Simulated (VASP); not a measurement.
Input:

```xyz
3
Lattice="0.0000 2.8548 2.8548 2.8548 0.0000 2.8548 2.8548 2.8548 0.0000" Properties=species:S:1:pos:R:3 pbc="T T T"
Li     1.4274     1.4274     1.4274
Li     4.2823     4.2823     4.2823
S      2.8548     0.0000     2.8548
```

Computed with PBE GGA, VASP's PBE PAW potentials (set 64) (plane waves; VASP 6.6.1). Settings: 600 eV cut-off, 6×6×6 Γ-centred mesh, Gaussian smearing of 0.050 eV, potentials Li_sv S.

Energy and stress use the plane-wave basis of the starting cell.

Q: The ions, cell shape and volume at an external pressure of 1.0 GPa are relaxed. Give the cell that the relaxation ends in.

A: 
```xyz
3
Lattice="0.0000 2.8276 2.8276 2.8276 0.0000 2.8276 2.8276 2.8276 0.0000" Properties=species:S:1:pos:R:3 pbc="T T T"
Li     1.4138     1.4138     1.4138
Li     4.2414     4.2414     4.2414
S      0.0000     0.0000     0.0000
```
Space group Fm-3m (225), at a tolerance of 0.03 Å.

Q: How do energy and volume change from the first to the last step?

A: The energy (σ→0) changes by +1.1 meV/atom and the volume by -2.8 %, in 3 ionic steps.

The compound is Li2S in the antifluorite structure. This run relaxes it under an external pressure of 1 GPa. Symmetry was kept, so distortions that lower it aren't found.
